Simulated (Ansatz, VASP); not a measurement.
**Nb2Te2S in VASP and in Ansatz**

The input INCAR:

```
SYSTEM = Nb2Te2S
PREC     = Accurate       ! precision mode
ENCUT    = 520            ! plane-wave cutoff, eV
EDIFF    = 1E-6           ! SCF threshold, eV
ISMEAR   = 0              ! smearing method
SIGMA    = 0.1            ! smearing width, eV
LREAL    = .False.        ! projectors in reciprocal space
LASPH    = .True.         ! aspherical terms in the spheres
NELM     = 100            ! most SCF steps
ALGO     = Normal         ! electronic algorithm
ISIF     = 2              ! what is computed and relaxed
LWAVE    = .False.        ! write WAVECAR
LCHARG   = .False.        ! write CHGCAR
GGA      = PE             ! functional
NBANDS   = 30             ! bands
```

KPOINTS

```
Automatic mesh
0
Gamma
  6 6 4
  0 0 0
```

The input POSCAR:

```
Nb2Te2S
1.0
    4.1535428100      0.0000000000      0.0000000000
   -2.0767714000      3.5970735900      0.0000000000
    0.0000000000      0.0000000000      7.3504732900
Nb Te S
2 2 1
Direct
    0.3333333300      0.6666666700      0.2899999900
    0.6666666700      0.3333333300      0.7100000100
    0.3333333300      0.6666666700      0.6200000000
    0.6666666700      0.3333333300      0.3800000000
    0.0000000000      0.0000000000      0.0000000000
```

Input for Ansatz:

```yaml
crystal:
  lattice:
    - [4.15354281, 0.0, 0.0]
    - [-2.0767714, 3.59707359, 0.0]
    - [0.0, 0.0, 7.35047329]
  atoms:
    - { symbol: Nb, position: [0.33333333, 0.66666667, 0.28999999] }
    - { symbol: Nb, position: [0.66666667, 0.33333333, 0.71000001] }
    - { symbol: Te, position: [0.33333333, 0.66666667, 0.62] }
    - { symbol: Te, position: [0.66666667, 0.33333333, 0.38] }
    - { symbol: S, position: [0.0, 0.0, 0.0] }
basis:
  ecutwfc: 420
kpoints:
  mp_grid: { grid: [6, 6, 4] }
hamiltonian:
  xc: pbe
scf:
  occupations: { method: gaussian, width: 0.1 }
  lower_state_search: "off"
output:
  forces: true
  stress: true
  eigenvalues: true
```

Change from the starting cell: species swapped into the Gd2SeO2 type (P-3m1, No. 164).

Alike in both runs: task single point; functional PBE; k mesh 6 × 6 × 4; occupations gaussian, width 0.1 eV; no spin polarisation.

|  | VASP | Ansatz |
| --- | --- | --- |
| version | VASP 6.6.1 | Ansatz 0.2.0 |
| potentials or method | VASP PAW PBE potentials, release 64 (Nb_sv, Te, S) | scalar-relativistic, plane waves, PAW |
| plane-wave cutoff (eV) | 520 | 420 |
| valence electrons in the cell | 44 | 64 |

```tsv
	VASP	Ansatz	Ansatz less VASP
gap on the k mesh at the Fermi level (eV)	none	none	-
rms of the force components (eV/Å)	3.489	3.495	+0.0057
```

Atom by atom the forces differ by 0.006 eV/Å (rms over components). A gap of «none» marks a metal or a gap that the smearing closes. The functional is the same, so the differences come from potentials, cutoffs and numerics. The two sets of potentials don't hold the same shells in valence.

Caveats: forces of over 1 eV/Å show positions far from the minimum, so gaps and moduli don't describe the material at rest. The runs have no spin-orbit coupling, so splittings on Te are missing.
